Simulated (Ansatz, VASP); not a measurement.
**CsLiCr2Te2S3: VASP beside Ansatz**

```
Cs Li Cr Te S
1.0
     3.31929    1.91639    6.87982
    -3.31929    1.91639    6.87982
     0.00000   -3.83279    6.87982
Cs Li Cr Te S
1 1 2 2 3
Direct
  0.00000 0.00000 0.00000
  0.50000 0.50000 0.50000
  0.79848 0.79848 0.79848
  0.20152 0.20152 0.20152
  0.67990 0.67990 0.67990
  0.32010 0.32010 0.32010
  0.13626 0.86374 0.50000
  0.50000 0.13626 0.86374
  0.86374 0.50000 0.13626
```

The cell was built by a generator and needn't be a form met in nature.

Alike in both runs: functional PBE; k mesh 5 × 5 × 5; occupations fermi-dirac, width 0.05 eV; collinear spin, ferromagnetic start.

|  | VASP | Ansatz |
| --- | --- | --- |
| version | VASP 6.6.1 | Ansatz 0.2.0 |
| potentials or method | VASP PAW PBE potentials, release 64 (Cs_sv, Li_sv, Cr_pv, Te, S) | Ansatz PAW |
| plane-wave cutoff (eV) | 520 | 420 |
| valence electrons in the cell | 66 | 90 |
| task | optical spectrum | electric field gradients |

Ansatz gave:

```
gap on the k mesh at the Fermi level (eV)                     : none
rms of the force components (eV/Å)                            : 0.003
net moment per atom (μB)                                      : 0.44
size of the moment on the site where the two differ most (μB) : 2.07
```

Problem. Which values does VASP return?

Solution. gap on the k mesh at the Fermi level (eV): none; rms of the force components (eV/Å): 0.005; net moment per atom (μB): 0.44; size of the moment on the site where the two differ most (μB): 2.32.

Site moments also hang on the region over which each program counts them. Atom by atom the forces differ by 0.003 eV/Å (rms over components). A gap of «none» marks a metal or a gap that the smearing closes. The two sets of potentials don't hold the same shells in valence.

Caveats: only a ferromagnetic start was run, and an antiferromagnetic order may lie lower in energy; spectra need much finer meshes, so this one isn't converged (VASP); independent-particle spectra lack excitons (VASP); the intraband (Drude) part of a metal's response may be missing (VASP). With open d or f shells a metallic result of PBE can be an artefact of self-interaction; +U or a hybrid may open a gap. The runs have no spin-orbit coupling, so splittings on Cs, Te are missing.
